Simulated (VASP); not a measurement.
A run of VASP 6.6.1:

File INCAR:

```
SYSTEM = SbAs
PREC = Accurate
ENCUT = 600
EDIFF = 1E-7
ISMEAR = 1
SIGMA = 0.1
LREAL = .FALSE.
LASPH = .TRUE.
NELM = 80
ALGO = Normal
ISIF = 3
LWAVE = .FALSE.
LCHARG = .FALSE.
METAGGA = R2SCAN
LMIXTAU = .TRUE.
IBRION = 2
NSW = 90
EDIFFG = -0.005
```

The input KPOINTS:

```
regular mesh
0
G
  11 11 11
  0 0 0
```

The input POSCAR:

```
SbAs                                    
1.0
    2.0347565724      1.1747672548      3.6974807651
   -2.0347565724      1.1747672548      3.6974807651
    0.0000000000     -2.3495345095      3.6974807651
  Sb              As            
     1     1
Direct
     0.2292275775578980    0.2292275775578980    0.2292275775578980
     0.7707704224420998    0.7707704224420998    0.7707704224420998
```

Potentials or basis: VASP PAW PBE potentials, release 64 (Sb, As).

Launch:

```bash
$ cat potpaw_PBE.64/Sb/POTCAR potpaw_PBE.64/As/POTCAR > POTCAR
$ mpirun -np 1 vasp_std > vasp.out
```

Hardware: 1 thread of Intel(R) Xeon(R) Platinum 8259CL CPU @ 2.50GHz (Skylake/Cascade Lake), with other jobs on the host.

**Question.** How long does it take, and how much memory?

**Answer.** Run time: 7.7 min on 1 thread of Intel(R) Xeon(R) Platinum 8259CL CPU @ 2.50GHz (Skylake/Cascade Lake) (shared host), peak memory 0.31 GiB. Counts: scf iterations 25, k points 146, ion steps 3.
